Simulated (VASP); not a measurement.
Wanted: the native input for a VASP 6.6.1 run.

| Item | Value |
| --- | --- |
| Task | single point |
| Functional | PBE |
| Potentials or basis | VASP PAW PBE potentials, release 64 (Ga_d, F) |
| Cutoff | 520 eV |
| k mesh | 9 × 9 × 9 |
| Occupations | fermi-dirac, width 0.05 eV |
| Spin | no spin polarisation |
| Further INCAR settings | ALGO = Normal; EDIFF = 1e-07; NBANDS = 28 |

The structure of GaF lies in POSCAR:

```
GaF
1.0
   -1.7471837800      2.4941550300      2.9531248400
    1.7471837800     -2.4941550300      2.9531248400
    1.7471837800      2.4941550300     -2.9531248400
Ga F
2 2
Direct
    0.2562639300      0.2562639300      0.0000000000
    0.7437360700      0.7437360700      0.0000000000
    0.6268826700      0.0000000000      0.6268826700
    0.3731173300      0.0000000000      0.3731173300
```

The cell was built by a generator and needn't be a form met in nature.

One way to write it, as run:

INCAR

```
SYSTEM = GaF
PREC = Accurate
ENCUT = 520
EDIFF = 1E-7
ISMEAR = -1
SIGMA = 0.05
LREAL = .False.
LASPH = .True.
NELM = 80
ALGO = Normal
ISIF = 2
LWAVE = .False.
LCHARG = .False.
GGA = PE
NBANDS = 28
```

KPOINTS

```
Automatic mesh
0
Gamma
  9 9 9
  0 0 0
```

Potentials or basis: VASP PAW PBE potentials, release 64 (Ga_d, F).

Launch:

```console
$ cat potpaw_PBE.64/Ga_d/POTCAR potpaw_PBE.64/F/POTCAR > POTCAR
$ mpirun -np 1 vasp_std > vasp.out
```

It gave:

```json
{"Pressure": "67.2 GPa", "Largest force": "25.043 eV/Å", "Band gap on the k mesh": "none (metal or under the smearing width)"}
```

Caveat: a pressure of tens of GPa on the cell as given is suspect, and the run, the potentials or the cell itself is likely at fault; forces of over 1 eV/Å show positions far from the minimum, so gaps and moduli don't describe the material at rest.

Run time: 2.5 min on 1 thread of Intel(R) Xeon(R) Platinum 8488C (Sapphire Rapids), on a shared host, peak memory 0.28 GiB.
